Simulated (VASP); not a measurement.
A run of VASP 6.6.1 is set up as follows.

POSCAR

```
BaTiO3
1.0
    3.9665800000      0.0000000000      0.0000000000
    0.0000000000      3.9665800000      0.0000000000
    0.0000000000      0.0000000000      4.0656500000
Ba Ti O
1 1 3
Direct
    0.5000000000      0.5000000000      0.5821900000
    0.0000000000      0.0000000000      0.0986100000
    0.0000000000      0.5000000000      0.0638500000
    0.5000000000      0.0000000000      0.0638500000
    0.0000000000      1.0000000000      0.5515000000
```

INCAR.step1

```
SYSTEM = BaTiO3
ALGO = Normal ; EDIFF = 1E-5
ENCUT = 520 ; GGA = PE
ISIF = 2 ; ISMEAR = 0
LASPH = .True. ; LCHARG = .False.
LREAL = .False. ; LWAVE = .True.
NBANDS = 28 ; NELM = 60
PREC = Accurate ; SIGMA = 0.02
```

File INCAR.step2:

```
SYSTEM = BaTiO3
AEXX = 0.25 ; ALGO = Normal
EDIFF = 1E-6 ; ENCUT = 520
GGA = PE ; HFRCUT = -1
ISIF = 2 ; ISMEAR = 0
ISTART = 1 ; LASPH = .True.
LCHARG = .False. ; LHFCALC = .True.
LREAL = .False. ; LWAVE = .False.
NBANDS = 28 ; NELM = 60
PREC = Accurate ; PRECFOCK = Fast
SIGMA = 0.02
```

File KPOINTS:

```
k-points
0
Gamma
  4 4 4
  0 0 0
```

Potentials or basis: VASP PAW PBE potentials, release 64 (Ba_sv, Ti_sv, O).

Launch:

```sh
$ cat potpaw_PBE.64/Ba_sv/POTCAR potpaw_PBE.64/Ti_sv/POTCAR potpaw_PBE.64/O/POTCAR > POTCAR
$ cp INCAR.step1 INCAR
$ mpirun -np 1 vasp_std > vasp.out
$ cp INCAR.step2 INCAR
$ mpirun -np 1 vasp_std > vasp.out
```

Question: Predict the largest force.

Answer: 0.292 eV/Å.

Question: What does it give for the pressure?

Answer: 0.9 GPa.

Stress tensor (GPa, compression positive):
```
0.98 0.00 0.00
0.00 0.98 0.00
0.00 0.00 0.68
```

Caveat: the PAW data sets were made with another functional, which shifts forces and pressure a little.
